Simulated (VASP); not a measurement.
ZnGaP: relaxation of the atoms with RPBE

The system is ZnGaP.

```
Zn Ga P
1.0
     4.01594    0.00000    0.00000
    -2.00797    3.47791    0.00000
     0.00000    0.00000    4.40420
Zn Ga P
1 1 1
Direct
  0.00000 0.00000 0.50000
  0.66667 0.33333 0.00000
  0.33333 0.66667 0.50000
```

The cell was built by a generator and needn't be a form met in nature.

* Program: VASP 6.6.1
* Task: relaxation of the atoms
* Functional: RPBE
* Potentials or basis: VASP PAW PBE potentials, release 64 (Zn, Ga_d, P)
* Cutoff: 520 eV
* k mesh: 8 × 8 × 6
* Occupations: gaussian, width 0.05 eV
* Spin: no spin polarisation
* Further INCAR settings: ALGO = Fast; EDIFF = 1e-06; IBRION = 2; EDIFFG = -0.01; NSW = 60

```
Pressure after relaxing : 2.0 GPa
Band gap on the k mesh  : none (metal or under the smearing width)
```

Stress tensor (GPa, compression positive):
```
2.35 0.00 0.00
0.00 2.35 0.00
0.00 0.00 1.44
```

Final structure:
```xyz
3
Lattice="4.0159 0.0000 0.0000 -2.0080 3.4779 0.0000 0.0000 0.0000 4.4042" Properties=species:S:1:pos:R:3 pbc="T T T"
Zn    0.0000    0.0000    2.2021
Ga    2.0080    1.1593    0.0000
P     0.0000    2.3186    2.2021
```

Levels at points of the mesh, in eV from the Fermi level:
```csv
k point,band 12,band 13,band 14,band 15,band 16,band 17,band 18,band 19
"(0.00, 0.00, 0.00)",-3.94,-2.95,-0.66,-0.66,2.11,2.53,2.53,5.58
"(0.50, 0.00, 0.00)",-6.61,-2.63,-2.53,-0.85,1.32,1.57,2.72,4.76
"(0.50, 0.50, 0.00)",-6.61,-2.63,-2.53,-0.85,1.32,1.57,2.72,4.76
"(0.00, 0.00, 0.50)",-7.11,-0.49,-0.49,0.99,1.48,4.17,4.41,4.44
"(0.50, 0.00, 0.50)",-5.60,-4.61,-3.23,-2.12,1.11,1.99,2.57,6.97
"(0.50, 0.50, 0.50)",-5.60,-4.61,-3.23,-2.12,1.11,1.99,2.57,6.96
```

It took 100 s on 1 thread of Intel(R) Xeon(R) Platinum 8488C (Sapphire Rapids), with other jobs on the host, peak memory 0.25 GiB.

Caveat: the relaxation stopped at its first step, so nothing moved; the PAW data sets were made with another functional, which shifts forces and pressure a little.
